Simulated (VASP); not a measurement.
Computed with revTPSS meta-GGA, VASP's PBE PAW potentials (set 64) (plane waves; VASP).

The input files of a VASP run:

INCAR:
```
! general
SYSTEM  = Bi atom
PREC    = Normal
ENCUT   = 520
LREAL   = .FALSE.   ! projection in real space or not
LASPH   = .TRUE.   ! aspherical one-centre terms
ISYM    = 0

! electronic loop
EDIFF   = 1E-6   ! SCF stop (eV)
NELM    = 200   ! most electronic steps
ALGO    = All   ! all-band CG
LMAXMIX = 4
LMIXTAU = .TRUE.

! smearing
ISMEAR  = 0   ! Gaussian
SIGMA   = 0.01

! functional
METAGGA = RTPSS

! spin
ISPIN   = 2
MAGMOM  = 3
NUPDOWN = 3

! output
LWAVE   = .FALSE.
LCHARG  = .FALSE.
LORBIT  = 10
```

### POSCAR
```
Bi atom
13.0
  0.9230769231   0.0000000000   0.0000000000
  0.0000000000   0.9615384615   0.0000000000
  0.0000000000   0.0000000000   1.0000000000
Bi
1
Cart
  0.0000000000   0.0000000000   0.0000000000
```

File KPOINTS:
```
Automatic mesh
0
Gamma
1 1 1
0 0 0
```

POTCAR, in this order: Bi_d (PBE.64 set). Program: vasp_gam. Read from the step before: WAVECAR.

The run wrote:

File OSZICAR:
```
       N       E                     dE             d eps       ncg     rms           ort
SDA:   1     0.431759939698E+02    0.43176E+02    0.00000E+00    13   0.123E+00   0.000E+00
CGA:   2     0.431422959735E+02   -0.33698E-01   -0.33740E-01    13   0.653E-01  -0.639E-03
CGA:   3     0.431287504976E+02   -0.13545E-01   -0.13545E-01    13   0.260E-01   0.301E-03
CGA:   4     0.431228855282E+02   -0.58650E-02   -0.58642E-02    13   0.749E-02   0.270E-04
CGA:   5     0.431208152868E+02   -0.20702E-02   -0.20702E-02    13   0.359E-02   0.974E-06
CGA:   6     0.431195001068E+02   -0.13152E-02   -0.13083E-02    13   0.198E-02   0.460E-04
CGA:   7     0.431188244948E+02   -0.67561E-03   -0.67259E-03    13   0.821E-03   0.295E-04
CGA:   8     0.431185942044E+02   -0.23029E-03   -0.22928E-03    13   0.203E-03   0.296E-04
CGA:   9     0.431185334308E+02   -0.60774E-04   -0.61173E-04    13   0.605E-04  -0.861E-05
CGA:  10     0.431185172349E+02   -0.16196E-04   -0.16111E-04    13   0.138E-04   0.297E-05
CGA:  11     0.431185116749E+02   -0.55600E-05   -0.59587E-05    13   0.636E-05  -0.250E-05
SDA:  12     0.431185097945E+02   -0.18804E-05   -0.28604E-05    13   0.507E-05  -0.348E-05
CGA:  13     0.431185087006E+02   -0.10939E-05   -0.11321E-05    13   0.655E-06   0.530E-06
SDA:  14     0.431185085382E+02   -0.16249E-06   -0.66684E-06    13   0.170E-05  -0.797E-06
   1 F= 0.43118509E+02 E0= 0.43118509E+02  d E =-.993731E-32  mag=     3.0000
```

### OUTCAR
```
------------------------ aborting loop because EDIFF is reached ----------------------------------------
  FORCE on cell =-STRESS in cart. coord.  units (eV):
  Direction    XX          YY          ZZ          XY          YZ          ZX
  --------------------------------------------------------------------------------------
  Total       -0.0376635     -0.0428230     -0.0411522      0.0000000      0.0000002      0.0000002
  in kB       -0.0309454     -0.0351846     -0.0338119      0.0000000      0.0000002      0.0000002
  external PRESSURE =      -0.0333140 kB  Pullay stress =       0.0000000 kB
  volume of cell :     1950.00
      direct lattice vectors                 reciprocal lattice vectors
    12.000000000  0.000000000  0.000000000     0.083333333  0.000000000  0.000000000
     0.000000000 12.500000000  0.000000000     0.000000000  0.080000000  0.000000000
     0.000000000  0.000000000 13.000000000     0.000000000  0.000000000  0.076923077
 POSITION                                       TOTAL-FORCE (eV/Angst)
 -----------------------------------------------------------------------------------
      0.00000      0.00000      0.00000        -0.000000      0.000000      0.000000
 -----------------------------------------------------------------------------------
    total drift:                               -0.000000      0.000000      0.000000
  FREE ENERGIE OF THE ION-ELECTRON SYSTEM (eV)
  ---------------------------------------------------
  free  energy   TOTEN  =        43.1185085382 eV

  energy  without entropy=       43.1185085382  energy(sigma->0) =       43.11850854

 total charge

# of ion       s       p       d       tot
------------------------------------------
    1        1.510   1.322   9.861  12.693

 magnetization (x)

# of ion       s       p       d       tot
------------------------------------------
    1        0.059   1.322  -0.002   1.379
```
(Selected blocks of OUTCAR.)

The atom may not be in its lowest state.

The cell is a free atom in a box.
